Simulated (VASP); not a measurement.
Data:

```
Ba
1.0
   -2.48669     2.48669     2.48669
    2.48669    -2.48669     2.48669
    2.48669     2.48669    -2.48669
Ba
1
Direct
  0.00000   0.00000   0.00000
```

The numbers are results of AM05 GGA, VASP's PBE PAW potentials (set 64) (plane waves; VASP), not measurements. Numerical set-up: 520 eV cut-off, Gaussian smearing of 0.050 eV, potentials Ba_sv.

Q: Give the energies of bands 5 to 8 at the high-symmetry points, in eV from the Fermi level.

A: 
```json
[
 {"band": "5", "Γ": "-2.75", "H": "-0.54", "N": "-0.88", "P": "0.57"},
 {"band": "6", "Γ": "1.91", "H": "-0.54", "N": "0.73", "P": "0.57"},
 {"band": "7", "Γ": "1.91", "H": "4.47", "N": "1.32", "P": "0.57"},
 {"band": "8", "Γ": "1.91", "H": "4.47", "N": "3.34", "P": "4.00"}
]
```

It has no gap at this level: it comes out as a metal or semimetal.

The compound is Ba in the bcc structure. It was relaxed first.
